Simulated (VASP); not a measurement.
Crystal: SnO2 (Cassiterite).

```xyz
6
Lattice="4.8274 0.0000 0.0000 0.0000 4.8274 0.0000 0.0000 0.0000 3.2381" Properties=species:S:1:pos:R:3 pbc="T T T"
Sn    0.0000    0.0000    0.0000
Sn    2.4137    2.4137    1.6190
O     1.4798    1.4798    0.0000
O     0.9339    3.8935    1.6190
O     3.3476    3.3476    0.0000
O     3.8935    0.9339    1.6190
```

- Program: VASP 6.6.1
- Task: relaxation of cell and atoms
- Functional: LDA
- Potentials or basis: VASP PAW LDA potentials, release 64 (Sn_d, O)
- Cutoff: 600 eV
- k mesh: 6 × 6 × 8
- Occupations: gaussian, width 0.02 eV
- Spin: no spin polarisation

At the start: pressure -10.1 GPa; volume 12.58 Å³/atom.

Question: How do energy, volume and symmetry change on relaxing?

Answer: Over 11 steps the energy falls by 22.1 meV/atom and the volume is 11.90 Å³/atom (-5.4 %); space group P4_2/mnm (No. 136, to 0.05 Å).

The path:
| step | energy change (eV) | largest force (eV/Å) | pressure (GPa) | volume (Å³) |
| --- | --- | --- | --- | --- |
| 1 | 0.0000 | 0.0951 | -10.07 | 75.46 |
| 2 | 0.0952 | 0.5455 | 16.38 | 67.15 |
| 3 | -0.1269 | 0.1454 | -0.31 | 71.71 |
| 4 | -0.1269 | 0.1509 | -0.08 | 71.63 |
| 5 | -0.1321 | 0.0141 | 0.09 | 71.40 |
| 6 | -0.1322 | 0.0263 | 0.10 | 71.38 |
| 7 | -0.1322 | 0.0299 | 0.09 | 71.38 |
| 8 | -0.1323 | 0.0122 | -0.10 | 71.43 |
| 9 | -0.1323 | 0.0097 | -0.11 | 71.44 |
| 10 | -0.1324 | 0.0072 | 0.13 | 71.37 |
| 11 | -0.1324 | 0.0005 | -0.01 | 71.40 |

Final structure:
```
Sn O
1.0
     4.72659    0.00000    0.00000
     0.00000    4.72659    0.00000
     0.00000    0.00000    3.19590
Sn O
2 4
Direct
  0.00000 0.00000 0.00000
  0.50000 0.50000 0.50000
  0.30604 0.30604 0.00000
  0.19396 0.80604 0.50000
  0.69396 0.69396 0.00000
  0.80604 0.19396 0.50000
```
